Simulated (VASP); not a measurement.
```xyz
2
Lattice="0.0000 2.7960 2.7960 2.7960 0.0000 2.7960 2.7960 2.7960 0.0000" Properties=species:S:1:pos:R:3 pbc="T T T"
Na     0.0000     0.0750     0.0000
Cl     2.7960     2.7960     2.7960
```

Method: PBEsol GGA, VASP's PBE PAW potentials (set 64) (plane waves; VASP 6.6.1). Numerical set-up: 480 eV cut-off, 8×8×8 Γ-centred mesh, Gaussian smearing of 0.050 eV, potentials Na_pv Cl.

Task: Give the force on each atom (eV/Å).

Result: 
| atom | Fx | Fy | Fz |
|---|---|---|---|
| Na1 | 0.000 | -0.114 | 0.000 |
| Cl2 | 0.000 | 0.114 | 0.000 |

Task: Give the stress tensor in GPa (positive for a compressed cell).

Result: 
```
0.09  0.00  0.00
0.00  0.34  0.00
0.00  0.00  0.09
```
The pressure is its mean diagonal, 0.17 GPa.

The compound is NaCl in the rock salt structure. This cell was strained or had an atom moved on purpose.
